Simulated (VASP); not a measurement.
Calculation: revTPSS meta-GGA, VASP's PBE PAW potentials (set 64) (plane waves; VASP).

Input for VASP

### INCAR
```
LCHARG = .FALSE.
ENCUT = 520   # plane-wave cut-off (eV)
ISIF = 2   # forces and stress, cell fixed
PREC = Accurate
LMAXMIX = 4   # l cut-off of mixed one-centre charges
EDIFF = 1E-7
LASPH = .TRUE.
SYSTEM = CoGa
ALGO = Normal
LREAL = .FALSE.   # projection in real space or not
ISMEAR = 1   # Methfessel-Paxton
LWAVE = .FALSE.
NELM = 100
METAGGA = RTPSS
SIGMA = 0.1   # width (eV)
LMIXTAU = .TRUE.
```

POSCAR:
```
CoGa
1
    2.8618103753     0.0000000000     0.0000000000
    0.0000000000     2.8618103753     0.0000000000
    0.0000000000     0.0000000000     2.8618103753
Ga Co
1 1
Direct
  0.5000000000   0.5000000000   0.5000000000
  0.0000000000   0.0000000000   0.0000000000
```

KPOINTS:
```
Automatic
0
Gamma
13 13 13
```

POTCAR, in this order: Ga_d Co (PBE.64 set). Program: vasp_std.

Predict the energy per atom (σ→0), pressure, band gap (on the k-mesh).

The energy per atom (σ→0) comes out as -902 meV/atom. The band gap (on the k-mesh) is none (metal, semimetal or under 0.01 eV) and the pressure is -5.61 GPa.

**OSZICAR**
```
...
DAV:  14    -0.180265205532E+01   -0.25716E-03   -0.46131E-03  3353   0.107E+00    0.147E-01
DAV:  15    -0.180339678683E+01   -0.74473E-03   -0.43957E-04  3078   0.240E-01    0.334E-02
DAV:  16    -0.180343924714E+01   -0.42460E-04   -0.71765E-05  3041   0.116E-01    0.363E-02
DAV:  17    -0.180342539956E+01    0.13848E-04   -0.24012E-05  3472   0.680E-02    0.191E-02
DAV:  18    -0.180342752510E+01   -0.21255E-05   -0.11663E-05  3688   0.502E-02    0.407E-03
DAV:  19    -0.180342811583E+01   -0.59073E-06   -0.86087E-07  3193   0.126E-02    0.157E-03
DAV:  20    -0.180342820715E+01   -0.91319E-07   -0.55278E-08  1659   0.319E-03
   1 F= -.18034282E+01 E0= -.18038760E+01  d E =0.134327E-02
```

The compound is CoGa in the CsCl type structure. This cell is one point of a volume scan, at 1.03 of the reference volume. The run is not spin-polarised, so no magnetic state was tried.
